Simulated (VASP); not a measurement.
# Ti3P2 (Pm-3m) in VASP: further runs

The runs below take Ti3P2 through single point, relaxation of cell and atoms, with PBE.

All numbers are computed with VASP 6.6.1; they aren't measurements. Logs are shortened: lines on timing, memory, paths and dates and some standing lists are left out, and cuts for length are marked.

### 1 The cell of the first run

The structure is cubic, space group Pm-3m (No. 221). Conventional cell: a = 4.498 Å, b = 4.498 Å, c = 4.498 Å, α = 90.00°, β = 90.00°, γ = 90.00°. Ti (site symmetry 4/mmm) is surrounded by 2 P at 2.25 Å. P (site symmetry m-3m) has 12 Ti at 3.18 Å as nearest neighbours. P (site symmetry m-3m) has 6 Ti at 2.25 Å as nearest neighbours.

The cell was built by a generator and needn't be a form met in nature.

### 2 Single point, PBE (random cell by space group and Wyckoff sites (Pm-3m, No. 221))

INCAR reads:

```
PREC     = Accurate       # precision mode
ENCUT    = 520            # plane-wave cutoff, eV
EDIFF    = 1E-6           # SCF threshold, eV
ISMEAR   = 0              # smearing method
SIGMA    = 0.1            # smearing width, eV
LREAL    = F              # projectors in reciprocal space
LASPH    = T              # aspherical terms in the spheres
NELM     = 100            # most SCF steps
ALGO     = Fast           # electronic algorithm
ISIF     = 2              # what is computed and relaxed
LWAVE    = F              # write WAVECAR
LCHARG   = T              # write CHGCAR
GGA      = PE             # functional
LELF     = T              # ELF
LVHAR    = T            
NBANDS   = 31             # bands
```

KPOINTS reads:

```
regular mesh
0
Gamma
  8 8 8
```

POSCAR reads:

```
Ti3P2
1.0
    4.4984335823      0.0000000000      0.0000000000
    0.0000000000      4.4984335823      0.0000000000
    0.0000000000      0.0000000000      4.4984335823
Ti P
3 2
Direct
    0.0000000000      0.5000000000      0.5000000000
    0.5000000000      0.0000000000      0.5000000000
    0.5000000000      0.5000000000      0.0000000000
    0.0000000000      0.0000000000      0.0000000000
    0.5000000000      0.5000000000      0.5000000000
```

Potentials or basis: VASP PAW PBE potentials, release 64 (Ti_sv, P).

Run with:

```
cat potpaw_PBE.64/Ti_sv/POTCAR potpaw_PBE.64/P/POTCAR > POTCAR
mpirun -np 1 vasp_std > vasp.out
```

OUTCAR:

```text
PREC = Accurate
   ENCUT = 520
   EDIFF = 1E-6
   ISMEAR = 0
   LREAL = F
   LASPH = T
   NELM = 100
   ISIF = 2
   GGA = PE

 ion  position               nearest neighbor table
   1  0.000  0.500  0.500-   5 2.25   5 2.25
   2  0.500  0.000  0.500-   5 2.25   5 2.25
   3  0.500  0.500  0.000-   5 2.25   5 2.25
   4  0.000  0.000  0.000-
   5  0.500  0.500  0.500-   1 2.25   2 2.25   3 2.25   3 2.25   2 2.25   1 2.25

  LATTYP: Found a simple cubic cell.
 ALAT       =     4.4984335823

  Lattice vectors:

 A1 = (   4.4984335823,   0.0000000000,   0.0000000000)
 A2 = (   0.0000000000,   4.4984335823,   0.0000000000)
 A3 = (   0.0000000000,   0.0000000000,   4.4984335823)

Analysis of symmetry for initial positions (statically):
=====================================================================
 Subroutine PRICEL returns:
 Original cell was already a primitive cell.

 Routine SETGRP: Setting up the symmetry group for a
 simple cubic supercell.

 Subroutine GETGRP returns: Found 48 space group operations
 (whereof 48 operations were pure point group operations)
 out of a pool of 48 trial point group operations.

The static configuration has the point symmetry O_h .

Analysis of symmetry for dynamics (positions and initial velocities):
=====================================================================
 Subroutine PRICEL returns:
 Original cell was already a primitive cell.

 Routine SETGRP: Setting up the symmetry group for a
 simple cubic supercell.

 Subroutine GETGRP returns: Found 48 space group operations
 (whereof 48 operations were pure point group operations)
 out of a pool of 48 trial point group operations.

The dynamic configuration has the point symmetry O_h .

 Subroutine INISYM returns: Found 48 space group operations
 (whereof 48 operations are pure point group operations),
 and found     1 'primitive' translations

----------------------------------------------------------------------------------------

                                     Primitive cell

  volume of cell :      91.0299

  direct lattice vectors                    reciprocal lattice vectors
     4.498433582  0.000000000  0.000000000     0.222299603  0.000000000  0.000000000
     0.000000000  4.498433582  0.000000000     0.000000000  0.222299603  0.000000000
     0.000000000  0.000000000  4.498433582     0.000000000  0.000000000  0.222299603

  length of vectors
     4.498433582  4.498433582  4.498433582     0.222299603  0.222299603  0.222299603

  position of ions in fractional coordinates (direct lattice)
     0.000000000  0.500000000  0.500000000
     0.500000000  0.000000000  0.500000000
     0.500000000  0.500000000  0.000000000
     0.000000000  0.000000000  0.000000000
     0.500000000  0.500000000  0.500000000

  ion indices of the primitive-cell ions
   primitive index   ion index
                 1           1
                 2           2
                 3           3
                 4           4
                 5           5

----------------------------------------------------------------------------------------

 KPOINTS: regular mesh

Automatic generation of k-mesh.
 Grid dimensions read from file:
 generate k-points for:    8    8    8

 Generating k-lattice:

  Cartesian coordinates                     Fractional coordinates (reciprocal lattice)
     0.027787450  0.000000000  0.000000000     0.125000000  0.000000000  0.000000000
     0.000000000  0.027787450  0.000000000     0.000000000  0.125000000  0.000000000
     0.000000000  0.000000000  0.027787450     0.000000000  0.000000000  0.125000000

  Length of vectors
     0.027787450  0.027787450  0.027787450

  Shift w.r.t. Gamma in fractional coordinates (k-lattice)
     0.000000000  0.000000000  0.000000000

 Subroutine IBZKPT returns following result:
 ===========================================

 Found     35 irreducible k-points:

 Following reciprocal coordinates:
            Coordinates               Weight
  0.000000  0.000000  0.000000      1.000000
  0.125000  0.000000  0.000000      6.000000
  0.250000  0.000000  0.000000      6.000000
  0.375000  0.000000  0.000000      6.000000
  0.500000  0.000000  0.000000      3.000000
  0.125000  0.125000  0.000000     12.000000
[... 16 lines left out ...]
  0.375000  0.375000  0.125000     24.000000
  0.500000  0.375000  0.125000     24.000000
 [... further k-points ...]
   k-points           NKPTS =     35   k-points in BZ     NKDIM =     35   number of bands    NBANDS=     31
   number of dos      NEDOS =    301   number of ions     NIONS =      5
   total plane-waves  NPLWV =  46656
   dimension x,y,z NGX =    36 NGY =   36 NGZ =   36
   dimension x,y,z NGXF=    72 NGYF=   72 NGZF=   72
   ions per type =               3   2
   NGX,Y,Z   is equivalent  to a cutoff of  13.30, 13.30, 13.30 a.u.
   NGXF,Y,Z  is equivalent  to a cutoff of  26.61, 26.61, 26.61 a.u.
 SYSTEM =  unknown system
   PREC   = accura    normal or accurate (medium, high low for compatibility)
   ISTART =      0    job   : 0-new  1-cont  2-samecut
   ICHARG =      2    charge: 1-file 2-atom 10-const
   ISPIN  =      1    spin polarized calculation?
   LNONCOLLINEAR =      F non collinear calculations
   LSORBIT =      F    spin-orbit coupling
   LASPH  =      T    aspherical Exc in radial PAW
   ENCUT  =  520.0 eV  38.22 Ry    6.18 a.u.   8.36  8.36  8.36*2*pi/ulx,y,z
   NELM   =    100;   NELMIN=  2; NELMDL= -5     # of ELM steps
   EDIFF  = 0.1E-05   stopping-criterion for ELM
   LREAL  =      F    real-space projection
   EDIFFG = 0.1E-04   stopping-criterion for IOM
   NSW    =      0    number of steps for IOM
   IBRION =     -1    ionic relax: 0-MD 1-quasi-New 2-CG
   NFREE  =      0    steps in history (QN), initial steepest desc. (CG)
   ISIF   =      2    stress and relaxation
   ISYM   =      2    0-nonsym 1-usesym 2-fastsym
   POTIM  = 0.5000    time-step for ionic-motion
   TEBEG  =    0.0;   TEEND  =   0.0 temperature during run
   PSTRESS=    0.0 pullay stress
   NELECT =      46.0000    total number of electrons
   NUPDOWN=      -1.0000    fix difference up-down
   EMIN   =  10.00;   EMAX   =-10.00  energy-range for DOS
   EFERMI =   0.00;   METHOD = LEGACY
   ISMEAR =     0;   SIGMA  =   0.10  broadening in eV -4-tet -1-fermi 0-gaus
   EFERMI_NEDOS =   21; number of points for ismear=-14 and -15
   IALGO  =     68    algorithm
   IMIX   =      4    mixing-type and parameters
     AMIX     =   0.40;   BMIX     =  1.00
     AMIX_MAG =   1.60;   BMIX_MAG =  1.00
  volume/ion in A,a.u.               =      18.21       122.86
  Fermi-wavevector in a.u.,A,eV,Ry     =   1.303966  2.464138 23.134343  1.700326
  Thomas-Fermi vector in A             =   2.434933
   LORBIT       =      0    0 simple, 1 ext, 2 COOP (PROOUT), +10 PAW based schemes
   GGA     = PE    functional components
   LHFCALC =     F    Hartree Fock is set to
   AEXX    =    0.0000 exact exchange contribution
   IVDW    =     0    specifies the selected vdW correction
   LEPSILON=     F    determine dielectric tensor
   LRPA    =     F    only Hartree local field effects (RPA)
 non-spin polarized calculation
 RMM-DIIS sequential band-by-band and
 Gauss-broadening in eV      SIGMA  =   0.10
  energy-cutoff  :      520.00
  volume of cell :       91.03
 maximum number of plane-waves:      2469
 NGX is ok and might be reduce to    36
   NGX = 17   NGY = 17   NGZ = 17

 number of electron      45.9999980 magnetization

 Free energy of the ion-electron system (eV)
  ---------------------------------------------------
  ext. energy  EPLUGINS =         0.00000000
  ---------------------------------------------------
  free energy    TOTEN  =       -34.81162147 eV

  energy without entropy =      -34.77128865  energy(sigma->0) =      -34.79145506

 E-fermi :   7.6353     XC(G=0): -10.7387

 val. band max:        7.6156937924   @ k =   0.5000   0.2500   0.2500
 cond. band min:       7.6446654002   @ k =   0.5000   0.3750   0.3750
 fundamental gap:      0.0289716078
 Fermi energy:         7.6353486985

 k-point     1 :       0.0000    0.0000    0.0000
  band No.  band energies     occupation
      1     -49.5757      2.00000
      2     -49.5301      2.00000
      3     -49.5301      2.00000
      4     -25.9617      2.00000
      5     -25.9617      2.00000
      6     -25.9617      2.00000
[... 23 lines left out ...]
     30       8.6294      0.00000
     31       8.6294      0.00000

 k-point     2 :       0.1250    0.0000    0.0000
  band No.  band energies     occupation
      1     -49.5742      2.00000
      2     -49.5316      2.00000
      3     -49.5301      2.00000
      4     -25.9572      2.00000
      5     -25.9572      2.00000
      6     -25.9552      2.00000
[... 23 lines left out ...]
     30       8.7732      0.00000
     31       8.9342      0.00000

 k-point     3 :       0.2500    0.0000    0.0000
  band No.  band energies     occupation
      1     -49.5698      2.00000
      2     -49.5358      2.00000
      3     -49.5301      2.00000
      4     -25.9448      2.00000
      5     -25.9448      2.00000
      6     -25.9368      2.00000
[... 23 lines left out ...]
     30       9.1614      0.00000
     31       9.9187      0.00000

 k-point     4 :       0.3750    0.0000    0.0000
  band No.  band energies     occupation
      1     -49.5640      2.00000
      2     -49.5414      2.00000
      3     -49.5301      2.00000
      4     -25.9294      2.00000
      5     -25.9294      2.00000
      6     -25.9110      2.00000
[... 635 lines left out ...]
     30       9.4933      0.00000
     31       9.7553      0.00000

 k-point    23 :       0.3750    0.3750    0.1250
  band No.  band energies     occupation
      1     -49.5538      2.00000
      2     -49.5427      2.00000
      3     -49.5385      2.00000
      4     -25.9627      2.00000
      5     -25.9399      2.00000
      6     -25.9064      2.00000
[... 23 lines left out ...]
     30       9.3495      0.00000
     31       9.7418      0.00000

 k-point    24 :       0.5000    0.3750    0.1250
  band No.  band energies     occupation
      1     -49.5504      2.00000
      2     -49.5448      2.00000
      3     -49.5396      2.00000
      4     -25.9554      2.00000
      5     -25.9538      2.00000
      6     -25.9077      2.00000
[... 23 lines left out ...]
     30       9.2622      0.00000
     31       9.8182      0.00000

 [... further k-points ...]
[... 5 lines left out ...]
  --------------------------------------------------------------------------------------
  -------------------------------------------------------------------------------------
  Total        0.0276199      0.0276199      0.0276199     -0.0000000     -0.0000000     -0.0000000
  in kB        0.4861260      0.4861260      0.4861260     -0.0000000     -0.0000000     -0.0000000
  external PRESSURE =       0.4861260 kB  Pullay stress =       0.0000000 kB

 VOLUME and BASIS-vectors are now :
 -----------------------------------------------------------------------------
  energy-cutoff  :      520.00
  volume of cell :       91.03
      direct lattice vectors                 reciprocal lattice vectors
     4.498433582  0.000000000  0.000000000     0.222299603  0.000000000  0.000000000
     0.000000000  4.498433582  0.000000000     0.000000000  0.222299603  0.000000000
     0.000000000  0.000000000  4.498433582     0.000000000  0.000000000  0.222299603

 POSITION                                       TOTAL-FORCE (eV/Angst)
 -----------------------------------------------------------------------------------
      0.00000      2.24922      2.24922         0.000000      0.000000      0.000000
      2.24922      0.00000      2.24922         0.000000      0.000000      0.000000
      2.24922      2.24922      0.00000         0.000000      0.000000      0.000000
      0.00000      0.00000      0.00000         0.000000      0.000000      0.000000
      2.24922      2.24922      2.24922         0.000000      0.000000      0.000000
 -----------------------------------------------------------------------------------
    total drift:                                0.000000      0.000000      0.000000

  FREE ENERGIE OF THE ION-ELECTRON SYSTEM (eV)
  ---------------------------------------------------
  free  energy   TOTEN  =       -34.8116214672 eV

  energy  without entropy=      -34.7712886514  energy(sigma->0) =      -34.79145506
```

Wall time 2.5 min (1 thread of Intel Xeon 6975P-C (Granite Rapids), shared host); peak memory 0.24 GiB.

Results:

| Property | Result |
| --- | --- |
| Free energy | -34.8116 eV |
| Pressure | 0.0 GPa |
| Band gap on the k mesh | none (metal or under the smearing width) |

### 3 Relaxation of cell and atoms, PBE (random cell by space group and Wyckoff sites (Pm-3m, No. 221))

INCAR reads:

```
SYSTEM = Ti3P2
PREC     = Accurate       ! precision mode
ENCUT    = 600            ! plane-wave cutoff, eV
EDIFF    = 1E-6           ! SCF threshold, eV
ISMEAR   = 0              ! smearing method
SIGMA    = 0.1            ! smearing width, eV
LREAL    = .False.        ! projectors in reciprocal space
LASPH    = .True.         ! aspherical terms in the spheres
NELM     = 60             ! most SCF steps
ALGO     = Fast           ! electronic algorithm
ISIF     = 3              ! what is computed and relaxed
LWAVE    = .False.        ! write WAVECAR
LCHARG   = .False.        ! write CHGCAR
GGA      = PE             ! functional
IBRION   = 2              ! ionic algorithm
NSW      = 100            ! ionic steps
EDIFFG   = -0.01          ! ionic threshold
```

KPOINTS reads:

```
regular mesh
0
Gamma
  8 8 8
  0 0 0
```

Edit POSCAR of step 2 so:

```diff
@@ -2,5 +2,5 @@
 1.0
-    4.4984335823      0.0000000000      0.0000000000
-    0.0000000000      4.4984335823      0.0000000000
-    0.0000000000      0.0000000000      4.4984335823
+    4.4967746276      0.0000000000      0.0000000000
+    0.0000000000      4.4967746276      0.0000000000
+    0.0000000000      0.0000000000      4.4967746276
 Ti P
```

Potentials or basis: VASP PAW PBE potentials, release 64 (Ti_sv, P).

Run with:

```
cat potpaw_PBE.64/Ti_sv/POTCAR potpaw_PBE.64/P/POTCAR > POTCAR
mpirun -np 1 vasp_std > vasp.out
```

It took 2.7 min on 1 thread of Intel Xeon 6975P-C (Granite Rapids), shared host; peak memory 0.26 GiB.

It converged, with:

```
Free energy                            : -34.8119 eV
Relaxed volume                         : 18.23 Å³/atom
Relaxed cell                           : a = 4.500 Å, b = 4.500 Å, c = 4.500 Å, α = 90.00°, β = 90.00°, γ = 90.00°
Space group after relaxing (to 0.05 Å) : Pm-3m (No. 221)
Energy gained by relaxing              : 0.0 meV/atom
Ionic steps                            : 2
Pressure after relaxing                : -0.1 GPa
Band gap on the k mesh                 : none (metal or under the smearing width)
```

Final structure:
```yaml
crystal:
  lattice:
    - [4.50029, 0.00000, 0.00000]
    - [0.00000, 4.50029, 0.00000]
    - [0.00000, 0.00000, 4.50029]
  atoms:
    - { symbol: Ti, position: [0.00000, 0.50000, 0.50000] }
    - { symbol: Ti, position: [0.50000, 0.00000, 0.50000] }
    - { symbol: Ti, position: [0.50000, 0.50000, 0.00000] }
    - { symbol: P, position: [0.00000, 0.00000, 0.00000] }
    - { symbol: P, position: [0.50000, 0.50000, 0.50000] }
```

Levels at points of the mesh, in eV from the Fermi level:
```tsv
k point	band 20	band 21	band 22	band 23	band 24	band 25	band 26	band 27
(0.00, 0.00, 0.00)	-1.83	-1.42	-1.42	-0.56	-0.56	-0.56	-0.05	0.61
(0.50, 0.00, 0.00)	-2.74	-1.54	-0.44	0.24	0.38	0.38	0.50	0.65
(0.50, 0.50, 0.00)	-2.68	-0.59	-0.59	0.22	0.22	0.48	0.99	1.28
(0.50, 0.50, 0.50)	-3.24	-0.04	-0.04	-0.04	0.19	0.19	0.19	0.57
```
